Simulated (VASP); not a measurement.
Given:

```
CELL_PARAMETERS angstrom
      4.25184     0.00000     0.00000
     -2.12592     3.68220     0.00000
      0.00000     0.00000     5.92603
ATOMIC_POSITIONS crystal
  As 0.00000 0.00000 0.00000
  As 0.00000 0.00000 0.50000
  Sb 0.33333 0.66667 0.25000
  Sb 0.66667 0.33333 0.75000
```

All values below come from PBE GGA, VASP's PBE PAW potentials (set 64) (plane waves; VASP). Settings: 775 eV cut-off, 6×6×4 Γ-centred mesh, Gaussian smearing of 0.050 eV, potentials As Sb.

Unless said otherwise, spin-orbit coupling is left out, though it shifts the bands of the heavy elements here.

### Question
Estimate the energy per atom (σ→0), pressure, band gap (on the k-mesh) with the smallest direct gap where there is one.

### Answer

* **band gap (on the k-mesh)**: none (metal, semimetal or under 0.01 eV)
* **energy per atom (σ→0)**: -4.028 eV/atom
* **pressure**: 9.48 GPa

The absolute energy has meaning only against runs of the same code, potentials and settings.

The structure was generated: SbAs was put into the NiAs type (P6_3/mmc), which need not be its known phase. The cell was not relaxed at this level. The run is one of a series of settings (ENCUT = 775 against the base run), some of them coarse on purpose.
